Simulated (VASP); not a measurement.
Runs of VASP 6.6.1 on Cl2SnSeH2. The cell holds a molecule in a box, 6 atoms: a = 13.000 Å, b = 13.000 Å, c = 13.000 Å, α = 90.00°, β = 90.00°, γ = 90.00°. 

```tsv
task	level	potentials or basis	cell	cutoff (eV)	grid for exact exchange (PRECFOCK)	exchange at q = 0	gap on the mesh (eV)	largest force (eV/Å)
single point	r2SCAN0+D4	VASP PAW PBE potentials, release 64 (Cl, Sn_d, Se, H_s)	as given	400	Fast	default	5.94	0.23
single point	revPBE	VASP PAW PBE potentials, release 64 (Cl, Sn_d, Se, H)	as given	520	-	-	3.60	(a)
single point	revPBE+D3(BJ)	VASP PAW PBE potentials, release 64 (Cl, Sn_d, Se, H)	as given	520	-	-	3.60	0.54
atomic charges	PBE+TS	VASP PAW PBE potentials, release 64 (Cl, Sn_d, Se, H)	as given	520	-	-	3.56	0.48
electron localisation function	PBE	VASP PAW PBE potentials, release 64 (Cl, Sn_d, Se, H)	as given	520	-	-	3.56	0.48
single point	PBE	VASP PAW PBE potentials, release 64 (Cl, Sn_d, Se, H)	atoms moved at random, drawn with an rms of 0.05 Å	520	-	-	3.72	1.80
single point	PBE	VASP PAW PBE potentials, release 64 (Cl, Sn_d, Se, H)	as given	520	-	-	3.56	0.48
relaxation of the atoms	PBE	VASP PAW PBE potentials, release 64 (Cl, Sn_d, Se, H)	atoms relaxed from: atoms moved at random, drawn with an rms of 0.02 Å	520	-	-	3.34	0.01
```

Alike in all rows: no spin polarisation; k mesh 1 × 1 × 1; smearing gaussian 0.01 eV.

Q: Estimate the missing entries.

A: (a) 0.60.

Caveats: spin-orbit coupling is left out, which moves the levels of the heavy elements; the PAW data sets were made with another functional, which shifts forces and pressure a little (some runs).

A k mesh can miss the band edges, and the runs leave out spin-orbit coupling on Se, Sn.
